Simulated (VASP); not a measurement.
Consider the following.

```yaml
crystal:
  lattice:
    - [0.00000, 2.85834, 2.85834]
    - [2.85834, 0.00000, 2.85834]
    - [2.85834, 2.85834, 0.00000]
  atoms:
    - { symbol: Ca, position: [0.00000, 0.00000, 0.00000] }
    - { symbol: S, position: [0.50000, 0.50000, 0.50000] }
```

These are PBE GGA, VASP's PBE PAW potentials (set 64) (plane waves; VASP) values and carry that method's errors. Numerical set-up: 520 eV cut-off, Gaussian smearing of 0.050 eV, potentials Ca_sv S.

### Question
Give the energies of bands 6 to 11 at the high-symmetry points, in eV from the valence-band maximum.

### Answer

```json
[
 {"band": "6", "Γ": "0.00", "X": "-2.25", "U": "-2.01", "L": "-3.05", "W": "-1.76"},
 {"band": "7", "Γ": "0.00", "X": "-0.80", "U": "-1.84", "L": "-1.13", "W": "-1.76"},
 {"band": "8", "Γ": "0.00", "X": "-0.80", "U": "-1.01", "L": "-1.13", "W": "-1.53"},
 {"band": "9", "Γ": "4.08", "X": "2.38", "U": "3.68", "L": "5.20", "W": "4.81"},
 {"band": "10", "Γ": "4.17", "X": "5.58", "U": "6.26", "L": "6.02", "W": "4.81"},
 {"band": "11", "Γ": "4.17", "X": "5.96", "U": "6.38", "L": "6.16", "W": "5.96"}
]
```

The gap is indirect, 2.38 eV, from the valence maximum at Γ to the conduction minimum at X.

Measured: gap 4.43 eV (computed value off by -2.05 eV), as given by David Waroquiers et al., Physical Review B (2013), arXiv:1302.6756.

The compound is CaS in the rock salt structure. It was relaxed first.
